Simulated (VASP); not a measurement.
KZnF3 (cubic perovskite): the band gap from VASP (plane waves, PAW) at several levels of theory. Gaps are without spin-orbit coupling. Each level names its cell: its own relaxed one, PBE's, or the starting one. A gap is the smallest over the k-mesh and a band path; hybrids may have named points in place of the path, and GW has the mesh alone.

```json
[
 {"level": "LDA (own cell)", "band gap (eV)": "3.74"},
 {"level": "PBE (own cell)", "band gap (eV)": "3.65"},
 {"level": "PBEsol (own cell)", "band gap (eV)": "3.62"},
 {"level": "SCAN (own cell)", "band gap (eV)": "4.52"},
 {"level": "r2SCAN (starting cell)", "band gap (eV)": "4.58"}
]
```

The cell of the LDA (own cell) run:

```
CELL_PARAMETERS angstrom
      3.97946     0.00000     0.00000
      0.00000     3.97946     0.00000
      0.00000     0.00000     3.97946
ATOMIC_POSITIONS crystal
  K  0.00000 0.00000 0.00000
  Zn 0.50000 0.50000 0.50000
  F  0.50000 0.00000 0.50000
  F  0.00000 0.50000 0.50000
  F  0.50000 0.50000 0.00000
```

Only levels that ran to the end are used. Left out are those held back, those with too coarse a band path, GW runs whose mesh misses a band edge, hybrids' fits of cells that aren't cubic and levels without matching references; a question may draw on a part of the rest.

The compound is KZnF3 in the cubic perovskite structure.
